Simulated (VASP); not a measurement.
Data:

```xyz
3
Lattice="-1.6082 1.6082 3.9339 1.6082 -1.6082 3.9339 1.6082 1.6082 -3.9339" Properties=species:S:1:pos:R:3 pbc="T T T"
Si     0.0000     0.0000     5.2313
Si     0.0000     0.0000     2.6365
Mo     0.0000     0.0000     0.0000
```

These are PBE GGA with spin-orbit coupling, VASP's PBE PAW potentials (set 64) (plane waves; VASP 6.6.1) values and carry that method's errors. Run with 400 eV cut-off, 12×12×12 Γ-centred mesh, Gaussian smearing of 0.050 eV, potentials Si Mo_sv.

Question: Predict the energy per atom (σ→0), band gap (over mesh and band path) with the smallest direct gap where there is one.

Answer: 
```yaml
band gap (over mesh and band path): none (metal, semimetal or under 0.01 eV)
energy per atom (σ→0): -7.785 eV/atom
```

The absolute energy has meaning only against runs of the same code, potentials and settings.

The compound is MoSi2 in the MoSi2 type structure. It was relaxed first.
